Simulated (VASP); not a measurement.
```yaml
crystal:
  lattice:
    - [-1.43500, 1.43500, 1.43500]
    - [1.43500, -1.43500, 1.43500]
    - [1.43500, 1.43500, -1.43500]
  atoms:
    - { symbol: Fe, position: [0.00000, 0.00000, 0.00000], spin: 2.5 }
```

The base run (VASP): PBE GGA, plane waves, VASP's PBE PAW potentials (set 64). Run with 400 eV cut-off, 16×16×16 Γ-centred mesh, first-order Methfessel-Paxton smearing of 0.10 eV, potentials Fe.

One setting is varied; ΔE counts from the most expensive setting. The base run took about 10 core-seconds. The timings are rough (shared machines, no repeats); factors under 2 mean little.

Pressures at a finite cut-off, here 400 eV, hold a Pulay part, which wasn't tested here.

```tsv
setting	cost over the base run	electronic steps	ΔE (meV/atom)	pressure (GPa)
KPOINTS 4×4×4 Γ-centred mesh	about 1/6	14	11.5	-11.52
KPOINTS 6×6×6 Γ-centred mesh	about 1/5	12	-38.9	-8.81
KPOINTS 7×7×7 Γ-centred mesh	about 1/4	13	-13.5	-6.70
KPOINTS 9×9×9 Γ-centred mesh	about 1/3	15	2.3	-9.83
KPOINTS 10×10×10 Γ-centred mesh	about 1/3	14	-1.7	-9.58
KPOINTS 15×15×15 Γ-centred mesh	within a factor of 2	13	-1.0	-7.76
KPOINTS 17×17×17 Γ-centred mesh	within a factor of 2	14	0.0	-7.07
base run	reference	15	-0.3	-7.19
```

Left out are runs that failed, have no time on record or changed the cell.

The compound is Fe in the bcc structure. The cell was not relaxed at this level.
